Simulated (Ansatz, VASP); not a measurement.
**One calculation of NaCaF3, two programs**

```xyz
5
Lattice="4.4239 0.0000 0.0000 0.0000 4.4239 0.0000 0.0000 0.0000 4.4239" Properties=species:S:1:pos:R:3 pbc="T T T"
Na    0.0000    0.0000    0.0000
Ca    2.2120    2.2120    2.2120
F     2.2120    2.2120    0.0000
F     2.2120    0.0000    2.2120
F     0.0000    2.2120    2.2120
```

Alike in both runs: task single point; functional r2SCAN; k mesh 6 × 6 × 6; no spin polarisation.

```csv
,VASP,Ansatz
version,VASP 6.6.1,Ansatz 0.2.0
potentials or method,"VASP PAW PBE potentials, release 64 (Na_pv, Ca_sv, F)","plane waves, PAW"
plane-wave cutoff (eV),520,500
occupations,"gaussian, width 0.01 eV",fixed
valence electrons in the cell,38,40
```

```tsv
	VASP	Ansatz	Ansatz less VASP
gap on the k mesh at the Fermi level (eV)	5.84	5.84	+0.002
pressure (GPa)	-1.1	-1.5	-0.39
```

The two sets of potentials don't hold the same shells in valence.

Caveats: the PAW data sets were made with another functional, which shifts forces and pressure a little (VASP). r2SCAN opens gaps a little over a GGA but as a rule still falls short of measured ones. A k mesh can miss the band edges.
